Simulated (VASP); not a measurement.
VASP input:

**INCAR**
```
SYSTEM = VN
PREC = Accurate; ENCUT = 520; LREAL = .FALSE.
LASPH = .TRUE.
EDIFF = 1E-7; NELM = 100; ALGO = Normal
LMAXMIX = 4
ISMEAR = 1; SIGMA = 0.1
GGA = MK; LUSE_VDW = .TRUE.; AGGAC = 0.0
PARAM1 = 0.1234; PARAM2 = 1.0
ISIF = 2
LWAVE = .FALSE.; LCHARG = .FALSE.
```

### KPOINTS
```
Automatic
0
gamma
  15 15 15
```

File POSCAR:
```
VN
1
    0.0000000000     2.0081530023     2.0081530023
    2.0081530023     0.0000000000     2.0081530023
    2.0081530023     2.0081530023     0.0000000000
V N
1 1
Direct
  0.0000000000   0.0000000000   0.0000000000
  0.5000000000   0.5000000000   0.5000000000
```

POTCAR, in this order: V_sv N (PBE.64 set). Program: vasp_std.

Translate this optB86b-vdW calculation to Quantum ESPRESSO's pw.x.

One equivalent input (not run):
```
&CONTROL
  calculation = 'scf'
  pseudo_dir = './pseudo'
  outdir = './out'
  tprnfor = .true.
  tstress = .true.
/
&SYSTEM
  ibrav = 0
  nat = 2
  ntyp = 2
  ecutwfc = 84
  occupations = 'smearing'
  smearing = 'methfessel-paxton'
  degauss = 0.00735
  input_dft = 'vdw-df-ob86'
/
&ELECTRONS
  conv_thr = 7.3e-09
  electron_maxstep = 100
/
ATOMIC_SPECIES
  V 50.941 V.upf
  N 14.007 N.upf
CELL_PARAMETERS angstrom
     0.0000000    2.0081530    2.0081530
     2.0081530    0.0000000    2.0081530
     2.0081530    2.0081530    0.0000000
ATOMIC_POSITIONS crystal
  V    0.0000000  0.0000000  0.0000000
  N    0.5000000  0.5000000  0.5000000
K_POINTS automatic
  15 15 15 0 0 0
```
The two are equivalent in intent, not identical: the potentials are each code's own (VASP's PAW set, PseudoDojo norm-conserving files in pw.x), so ENCUT and ecutwfc are chosen apart and not converted; conv_thr bounds pw.x's estimated SCF error, while EDIFF bounds the energy change between steps.

The compound is VN in the rock salt structure, which distorts at low temperature. This cell is one point of a volume scan, at 0.94 of the reference volume.
